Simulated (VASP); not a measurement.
# InAs (relaxed from the rocksalt structure, space group Fm-3m): computed properties

All values below come from r2SCAN meta-GGA, VASP's PBE PAW potentials (set 64) (plane waves; VASP).

```json
{
 "space_group": "Fm-3m (225)",
 "cell": "a = b = c = 5.6864 Å, α = β = γ = 90.00°",
 "volume_per_atom": "22.98 Å³/atom",
 "band gap (over mesh and band path)": "none (metal, semimetal or under 0.01 eV)",
 "density": "6.85 g/cm³"
}
```

```
InAs
1.0
    0.00000     2.84321     2.84321
    2.84321     0.00000     2.84321
    2.84321     2.84321     0.00000
As In
1 1
Direct
  0.00000   0.00000   0.00000
  0.50000   0.50000   0.50000
```

Unless said otherwise, spin-orbit coupling is left out, though it shifts the bands of the heavy elements here.

The structure was generated: InAs was put into the rocksalt type (Fm-3m), which need not be its known phase. It was relaxed first, which changed the volume by +13 %. Symmetry was kept, so distortions that lower it aren't found.
